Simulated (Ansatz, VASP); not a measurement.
## Co (Co(0001) film of 4 layers) in two plane-wave programs

Wanted: the spread between two codes on one cell, functional and k mesh. The structure shown is the start of the Ansatz relaxation below; VASP solves that cell, so the two are compared at the walk's first step.

Method: plane waves, with VASP 6.6.1 beside it; single point at LDA, in Ansatz 0.2.0.

## (1) Set-up

The cell holds 4 atoms: 4 Co. Its edges and angles: a = 2.504 Å, b = 2.504 Å, c = 36.069 Å, α = 90.0°, β = 90.0°, γ = 120.0°. It derives from Co. Vacuum lies along c. The height across the vacuum is the one that the program set for its solve, not the one typed.

## (2) Ansatz: relaxation, LDA

Ansatz runs on its default PAW (the set named soft_2) files.

The two programs are compared at the cell with which this relaxation starts, whose forces are those of its first step.

The input, input.yaml:

```yaml
crystal:
  lattice:
    - [2.50435, 0.0, 0.0]
    - [-1.25218, 2.16884, 0.0]
    - [0.0, 0.0, 17.13439]
  atoms:
    - { symbol: Co, position: [0.33333333, 0.66666667, 0.32099184], spin: 1.86 }
    - { symbol: Co, position: [0.66666667, 0.33333333, 0.44033061], spin: 1.75 }
    - { symbol: Co, position: [0.33333333, 0.66666667, 0.55966939], spin: 1.75 }
    - { symbol: Co, position: [0.66666667, 0.33333333, 0.67900816], spin: 1.86 }
  periodic: [true, true, false]
kpoints:
  mp_grid: { grid: [9, 9, 1] }
hamiltonian:
  xc: lda
scf:
  occupations: { method: gaussian, width: 0.1 }
output:
  forces: true
  stress: true
  eigenvalues: true
  populations: true
magnetization:
  spin_polarized: true
relax:
  adjacent_minimum: "off"
  f_tol: 0.05
  max_steps: 80
  cell: { stress_2d_tol: 0.02 }
```

Launch:

```
$ ansatz run input.yaml --threads 4 --pin off --max-ram 16384MiB --backend cpu --events-out ev --progress --plain --runs-dir out
```

Numbers of over 12 decimals in the logs are rounded to 6 here.

The log of the run:

```text
Warning: crystal.periodic: the lattice vector that does not repeat stood 0.000° off the slab's normal, 17.134 Å along it as the deck builds it. The run solves the slab on a vector along the normal, 36.069 Å long, with every atom where it was (on the deck's vector they left 11.00 Å outside them, and the widest stretch free of ions among them is 2.04 Å). A fractional position that the run reports is one of the run's ce [...]
The last accepted step is kept in <dir> (removed where the run ends without a failure and the disk answers)
crystal.periodic: the lattice vector that does not repeat stood 0.000° off the slab's normal, 17.134 Å along it as the deck builds it. The run solves the slab on a vector along the normal, 36.069 Å long, with every atom where it was (on the deck's vector they left 11.00 Å outside them, and the widest stretch free of ions among them is 2.04 Å). A fractional position that the run reports is one of the run's cell, which [...]
Engine: ansatz 0.2.0, aarch64-unknown-linux-gnu
Pseudopotentials: kind: paw
Pseudopotential: Co, paw, valence charge 17, recommended cutoff 420 eV (normal), Co.paw.azcp
Functional definition: SPW92
  exchange = slater_x
  correlation = pw_c
Crystal: 4 atoms, lattice volume = 195.909 Å³
Basis set: ecut = 420 eV, 3811 PW (Γ)
Bands: 46, of which v1, the nominal top of the filled ones, is band 34 counted from 1 (33 counted from 0)
Symmetry: 12 space group operations
Space group: P-3m1 (ITA 164), of the structure as read, at distance tolerance 5.8e-5 Å
Magnetic group: BNS 164.85 (UNI 1315), of the structure as read, at distance tolerance 5.8e-5 Å
k-points: 12 of 81
Non-local potential: Co, projectors of the file, l = 0: 3, l = 1: 2, l = 2: 3, l = 3: 1
PAW form: soft (Blöchl's): semilocal exchange-correlation on the pseudo side does not see the compensation charge
PAW frozen core: Co, regenerated for the run's functional, and the local potential with it (the file was generated under x = pbe(κ = 0.804, μ = 0.219515), c = pbe(β = 0.066725))
PAW one-centre angular grid: Co, 590 points (default); XC on 64 Gauss nodes
Initial density: superposition of atomic densities (neutral atoms: chi_scale 0, normalization atom)
Starting moments: Σ|m| = 7.22 μB on 4 of 4 sites
Initial wavefunctions: pseudopotential atomic-orbital guess
Functional: x = slater, c = lda
SCF iter   1: F=—  HF=-20247.507351 eV  |F-HF|=—  |Δ(HF+E_count)|=         —  Δρ=4.10e-2 (↑1.44e-2 ↓4.10e-2)  dr2=6.65e0  dr2_m=4.00e-1  M=6.911 μB ∫|m|=7.119 μB  β_m=0.30  ethr=3.10e-3  ⟨swp⟩=17.3  Hψ=8821  notcnv=0  defer=22
Mixer restart at iter 1: flushing history
preconditioner: auto → LDOS  [metal: Δε(μ)=0.062 eV  Ē_g=7.500 eV  σ=0.100 eV  W_gap=0.33  n_scr=26 (ndim 8)  ℏωp=15.9 eV  f_vac=0.720  D(μ)=4.18/eV (n_scr^D=22)]
[...]
SCF 7 converged in 8 iterations: F = -20249.375952 eV  dr2 = 4.12e-9
relax step   7: F+E_penalty+E_count = -20249.37595162 eV  Δ(F+E_penalty+E_count) = -8.083e-5 eV  max|allowed force component| = 1.387e-4 eV/Å  Δτ_max = 0.0008 Å  P = -0.002 N/m  Ω = 179.244 Å³  energy of the carried Pulay correction = +5.702e-5 eV  fix = [c, alpha, beta]  reactions: c -0.000 N/m  (8 SCF iters, dr2 threshold 3.58e-8 eV, accepted)
iter 1 solved again at ethr=9.05e-7 eV; its pass at ethr=3.10e-3 eV (dr2=6.16e-4 eV) is discarded
SCF iter   1: F=—  HF=-20249.375765 eV  |F-HF|=—  |Δ(HF+E_count)|=         —  Δρ=5.61e-6 (↑5.11e-6 ↓5.61e-6)  dr2=7.81e-8  dr2_m=5.87e-10  M=6.341 μB ∫|m|=6.726 μB  β_m=0.65  ethr=9.05e-7  ⟨swp⟩=5.8  Hψ=13006  notcnv=0
eigensolver tolerance schedule: the retry pair's looser diagonalisation over-reported the residual by 7879.54 of it (diagonalisation noise at an unbounded share of the residual, at the tolerance the schedule requests for it); recorded, not acted on — ethr = c·dr2/N_el stays at c = 1.0e-1
preconditioner: auto → LDOS  [metal: Δε(μ)=0.028 eV  Ē_g=7.883 eV  σ=0.100 eV  W_gap=0.15  n_scr=16 (ndim 8)  ℏωp=16.6 eV  f_vac=0.737  D(μ)=2.75/eV (n_scr^D=18)]
spin=Collinear: LDOS preconditioning applied to the charge; magnetization (m = ρ↑ − ρ↓) channel mixes plain (no charge-response kernel on spin).
SCF iter   2: F=—  HF=-20249.375880 eV  |F-HF|=—  |Δ(HF+E_count)|=   1.15e-4  Δρ=3.44e-6 (↑3.44e-6 ↓2.67e-6)  dr2=6.43e-8  dr2_m=3.62e-10  M=6.341 μB ∫|m|=6.726 μB  β_m=0.42  ethr=1.15e-10  ⟨swp⟩=6.2  Hψ=4232  notcnv=0
SCF iter   3: F=—  HF=-20249.375880 eV  |F-HF|=—  |Δ(HF+E_count)|=   1.42e-8  Δρ=1.22e-6 (↑1.19e-6 ↓1.22e-6)  dr2=7.70e-9  dr2_m=3.58e-10  M=6.341 μB ∫|m|=6.726 μB  β_m=0.44  ethr=9.46e-11  ⟨swp⟩=3.6  Hψ=2382  notcnv=0
SCF iter   4: F=—  HF=-20249.375880 eV  |F-HF|=—  |Δ(HF+E_count)|=  6.58e-10  Δρ=8.00e-7 (↑8.00e-7 ↓6.05e-7)  dr2=1.79e-9  dr2_m=1.73e-10  M=6.341 μB ∫|m|=6.726 μB  β_m=0.53  ethr=1.13e-11  ⟨swp⟩=2.0  Hψ=1498  notcnv=0
SCF iter   5: F=—  HF=-20249.375880 eV  |F-HF|=—  |Δ(HF+E_count)|=  8.69e-10  Δρ=2.31e-7 (↑2.31e-7 ↓1.18e-7)  dr2=1.70e-10  dr2_m=2.79e-11  M=6.341 μB ∫|m|=6.726 μB  β_m=0.55  ethr=2.64e-12  ⟨swp⟩=2.8  Hψ=1885  notcnv=0
SCF iter   6: F=—  HF=-20249.375880 eV  |F-HF|=—  |Δ(HF+E_count)|=  6.11e-10  Δρ=8.30e-8 (↑6.44e-8 ↓8.30e-8)  dr2=6.62e-11  dr2_m=4.18e-13  M=6.341 μB ∫|m|=6.726 μB  β_m=0.57  ethr=1.00e-12  ⟨swp⟩=2.1  Hψ=1557  notcnv=0
SCF iter   7: F=—  HF=-20249.375880 eV  |F-HF|=—  |Δ(HF+E_count)|=  9.09e-11  Δρ=4.93e-8 (↑4.93e-8 ↓4.09e-8)  dr2=7.97e-12  dr2_m=2.67e-13  M=6.341 μB ∫|m|=6.726 μB  β_m=0.66  ethr=1.00e-12  ⟨swp⟩=1.7  Hψ=1455  notcnv=0
SCF iter   8: F=—  HF=-20249.375880 eV  |F-HF|=—  |Δ(HF+E_count)|=  2.15e-10  Δρ=2.19e-8 (↑2.19e-8 ↓1.37e-8)  dr2=1.18e-12  dr2_m=3.70e-13  M=6.341 μB ∫|m|=6.726 μB  β_m=0.83  ethr=1.00e-12  ⟨swp⟩=1.5  Hψ=1216  notcnv=0
SCF iter   9: F=—  HF=-20249.375880 eV  |F-HF|=—  |Δ(HF+E_count)|=  1.96e-10  Δρ=1.10e-8 (↑1.10e-8 ↓9.62e-9)  dr2=9.99e-14  dr2_m=1.23e-13  M=6.341 μB ∫|m|=6.726 μB  β_m=0.91  ethr=1.00e-12  ⟨swp⟩=1.6  Hψ=1373  notcnv=0
SCF iter  10: F=-20249.375880 eV  HF=-20249.375880 eV  |F-HF|=1.67e-10  |Δ(HF+E_count)|=  1.38e-10  Δρ=3.45e-8 (↑3.45e-8 ↓9.21e-9)  dr2=1.69e-12  dr2_m=2.98e-13  M=6.341 μB ∫|m|=6.726 μB  ethr=1.00e-12  ⟨swp⟩=10.9  Hψ=7260  notcnv=0
SCF 8 converged in 10 iterations: F = -20249.375880 eV  dr2 = 1.69e-12
relax step   8: F+E_penalty+E_count = -20249.37587977 eV  Δ(F+E_penalty+E_count) = +7.186e-5 eV  max|allowed force component| = 1.465e-4 eV/Å  Δτ_max = 0.0000 Å  P = -0.005 N/m  Ω = 179.244 Å³  fix = [c, alpha, beta]  reactions: c -0.000 N/m  stress off target by 4.86e-3 N/m on what of the cell is left free  SCF on the basis re-selected at this cell (its energy is not comparable with the rows above)  (10 SCF iters)
basis re-selected at this cell: Δ(F+E_penalty+E_count) = +7.186e-5 eV, ΔP = -0.002 N/m vs the last step (what re-selecting the basis moved, of the pressure what is left beyond the Pulay correction that the steps carried, after the strain that the cell walked since its last selection, with what the two solves' SCF thresholds leave and, on support functions, any second-order correction that the steps lacked; it is no m [...]
SCF converged after 10 iterations
Magnetization: 6.3409 μB (37.1704 up, 30.8296 down)
Absolute magnetization: 6.7283 μB (∫|ρ↑−ρ↓|, with the PAW one-centre terms)
Spin contamination: 0.0784 ħ² per cell (⟨S²⟩ above its minimum at these occupations)
Per-site moments (μB) at R_I (Å): [(1.656562, 0.975255), (1.582682, 0.975255), (1.582682, 0.975255), (1.656562, 0.975255)]
Free energy (F): -20249.375880 eV
Harris-Foulkes:  -20249.375880 eV  (|F-HF|=1.67e-10)
Internal energy: -20249.362126 eV  (E = F + TS)
E sigma→0 (E₀):  -20249.369003 eV
Entropy (-TS):   -0.013753 eV (-3.438 meV/atom)
Fermi energy:    -5.414995 eV
--- Per-component energies (eV) ---
  E_band       = -2604.584515
  E_kinetic    = 1824.324246
  E_local      = -554724.378619  (includes V_loc(G=0)·N_el)
  E_nonlocal   = 1841.355424
  E_hartree    = 275618.995865
  E_xc         = -631.552163
  E_vxc        = -819.914824  (∫ρ·V_xc dr)
  E_paw        = -5813.846975  (= ΣΔE_a)
  E_vpaw       = -1963.962237  (= ΣTr[D̂ρ^β])
  E_aug_tail   = 0.000128  (compensation charges beyond the density's cutoff)
  E_ewald      = 261634.066965
  E_core_change = 1.673002  (= ΣΔE_core)
  E_smearing   = -0.013753  (= −TS)
  E_closure    = -0.000000  (closes the sum)
  Σ components = -20249.375880   (vs F -20249.375880, Δ=0.00e0)
--- Forces (eV/Å), atoms counted from 1 ---
  atom   1  Co     0.00000000     0.00000000    -0.00014646
  atom   2  Co     0.00000000    -0.00000000     0.00012088
  atom   3  Co    -0.00000000     0.00000000    -0.00012088
  atom   4  Co    -0.00000000    -0.00000000     0.00014646
  max |Σ_I F_I| component: 9.25e-18 eV/Å
--- 2D stress c σ (N/m, compression-positive) ---
       -0.004855      -0.000000       0.000000
       -0.000000      -0.004855       0.000000
        0.000000       0.000000      -0.000000
  P = ½ c Tr σ = -0.0049 N/m
--- Band table (eV; the first three rows and the last of 24) ---
  k-point 0 ↑: bands = [... 30 lower, -7.8347, -7.0674, -7.0674, -6.6587, -6.6587, -6.3726, -6.1928, -6.1928, ... 8 higher]
  k-point 1 ↑: bands = [... 30 lower, -7.6374, -7.3669, -7.1336, -7.1188, -6.8075, -6.7063, -6.3379, -6.1980, ... 8 higher]
  k-point 2 ↑: bands = [... 30 lower, -7.3199, -7.2845, -7.1085, -6.8855, -6.7214, -6.6867, -6.2077, -5.9825, ... 8 higher]
  k-point 11 ↓: bands = [... 30 lower, -5.3882, -4.7274, -4.6435, -4.6435, -4.3937, -4.3937, 0.9954, 1.5105, ... 8 higher]
  ° read free of the cell's end (the report's vacuum.weakly_bound_levels)
--- Relaxed structure (6 steps of the walk, 6 accepted, 2 SCFs on fresh bases) ---
  F+E_penalty+E_count = -20249.37587977 eV   max|allowed force component| = 1.465e-4 eV/Å   (the final SCF, on the basis selected at the relaxed cell)
  cell:  # Å, volume = 179.2436 Å³
    - [2.395470, 2.761240577339979e-6, 0]
    - [-1.197738, 2.074537, 0]
    - [0, 0, 36.068783]
  atoms:
    - { symbol: Co, position: [0.333333, 0.666667, 0.156231] }
    - { symbol: Co, position: [0.666667, 0.333333, 0.209394] }
    - { symbol: Co, position: [0.333333, 0.666667, 0.265654] }
    - { symbol: Co, position: [0.666667, 0.333333, 0.318817] }
--- Löwdin populations: 4 sites ---
  site symbol       q [e]    m [muB]
     0     Co     16.7965     1.6732
     1     Co     16.7919     1.5852
     2     Co     16.7919     1.5852
     3     Co     16.7965     1.6732
  spilling = 0.012104 (of n_electrons = 68.000000)
```

(Continued in part 2 of 3.)

[Lines on the potential files, build, host, timing and source positions are cut from VASP's logs without a mark.]

[Logs are printed without paths, hosts, clocks, repeated set-up lines and the standing remarks that a program may print on its own settings, such as how far it seeks lower states.]

[Hosts, paths, dates, database ids (printed as entryN), source tags and the programs' standing remarks are cut or masked in the printed files.]
